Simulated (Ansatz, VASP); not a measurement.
# BaSi3 in VASP and in Ansatz

Contents of INCAR:

```
SYSTEM = BaSi3
ALGO = Normal
EDIFF = 1E-6
ENCUT = 520
GGA = PE
ISIF = 2
ISMEAR = 0
LASPH = .True.
LCHARG = .True.
LELF = .True.
LREAL = .False.
LVHAR = .True.
LWAVE = .False.
NBANDS = 19
NELM = 100
PREC = Accurate
SIGMA = 0.05
```

KPOINTS

```
k-points
0
Gamma
  8 8 8
  0 0 0
```

File POSCAR:

```
BaSi3
1.0
    4.4872196948      0.0000000000      0.0000000000
    0.0000000000      4.4872196948      0.0000000000
    0.0000000000      0.0000000000      4.4872196948
Ba Si
1 3
Direct
    0.0000000000      0.0000000000      0.0000000000
    0.0000000000      0.5000000000      0.5000000000
    0.5000000000      0.5000000000      0.0000000000
    0.5000000000      0.0000000000      0.5000000000
```

Input for Ansatz:

```yaml
crystal:
  lattice:
    - [4.4872196948, 0.0, 0.0]
    - [0.0, 4.4872196948, 0.0]
    - [0.0, 0.0, 4.4872196948]
  atoms:
    - { symbol: Ba, position: [0.0, 0.0, 0.0] }
    - { symbol: Si, position: [0.0, 0.5, 0.5] }
    - { symbol: Si, position: [0.5, 0.5, 0.0] }
    - { symbol: Si, position: [0.5, 0.0, 0.5] }
basis:
  ecutwfc: 420
  ecutrho_ratio: 4
kpoints:
  mp_grid: { grid: [8, 8, 8] }
hamiltonian:
  xc: pbe
scf:
  occupations: { method: gaussian, width: 0.05 }
output:
  forces: true
  stress: true
  eigenvalues: true
```

Alike in both runs: task single point; functional PBE; k mesh 8 × 8 × 8; occupations gaussian, width 0.05 eV; no spin polarisation.

|  | VASP | Ansatz |
| --- | --- | --- |
| version | VASP 6.6.1 | Ansatz 0.2.0 |
| potentials or method | VASP PAW PBE potentials, release 64 (Ba_sv, Si) | scalar-relativistic, plane waves, PAW |
| plane-wave cutoff (eV) | 520 | 420 |
| valence electrons in the cell | 22 | 22 |

|  | VASP | Ansatz | Ansatz less VASP |
| --- | --- | --- | --- |
| gap on the k mesh at the Fermi level (eV) | none | none | - |
| pressure (GPa) | 0.8 | 0.0 | -0.81 |

A gap of «none» marks a metal or a gap that the smearing closes. The functional is the same, so the differences come from potentials, cutoffs and numerics.

Spin-orbit coupling is left out, which matters for the levels of Ba.
